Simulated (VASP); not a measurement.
The system is Zn6C.

```xyz
7
Lattice="-3.1573 3.1573 3.1573 3.1573 -3.1573 3.1573 3.1573 3.1573 -3.1573" Properties=species:S:1:pos:R:3 pbc="T T T"
Zn    2.0235    0.0000    0.0000
Zn    4.2911    0.0000    0.0000
Zn    0.0000    2.0235    0.0000
Zn    0.0000    4.2911    0.0000
Zn    0.0000    0.0000    2.0235
Zn    0.0000    0.0000    4.2911
C     0.0000    0.0000    0.0000
```

The cell was built by a generator and needn't be a form met in nature.

```yaml
Program: VASP 6.6.1
Task: relaxation of cell and atoms
Functional: PBEsol
Dispersion: D3(BJ)
Potentials_or_basis: VASP PAW PBE potentials, release 64 (Zn, C)
Cutoff: 600 eV
k_mesh: 5 × 5 × 5
Occupations: fermi-dirac, width 0.05 eV
Spin: no spin polarisation
```

At the start: pressure -5.4 GPa; volume 17.99 Å³/atom.

Q: Where does the relaxation end?

A: Over 7 steps the energy falls by 25.3 meV/atom and the volume is 16.60 Å³/atom (-7.7 %); space group Im-3m (No. 229, to 0.05 Å).

Step by step:
```csv
step,energy change (eV),largest force (eV/Å),pressure (GPa),volume (Å³)
1,0.0000,0.0292,-5.43,125.90
2,-0.1732,0.1170,0.90,115.11
3,-0.1761,0.0969,-0.05,116.31
4,-0.1760,0.1001,0.07,116.13
5,-0.1763,0.0761,0.12,116.03
6,-0.1768,0.0019,0.10,116.07
7,-0.1768,0.0017,-0.02,116.23
```

Final structure:
```xyz
7
Lattice="-3.0744 3.0744 3.0744 3.0744 -3.0744 3.0744 3.0744 3.0744 -3.0744" Properties=species:S:1:pos:R:3 pbc="T T T"
Zn    1.9718    0.0000    0.0000
Zn    4.1769    0.0000    0.0000
Zn    0.0000    1.9718    0.0000
Zn    0.0000    4.1769    0.0000
Zn    0.0000    0.0000    1.9718
Zn    3.0744    3.0744    1.1025
C     0.0000    0.0000    0.0000
```

Caveat: the PAW data sets were made with another functional, which shifts forces and pressure a little; pairwise dispersion overbinds metals, which lowers pressure and volume.
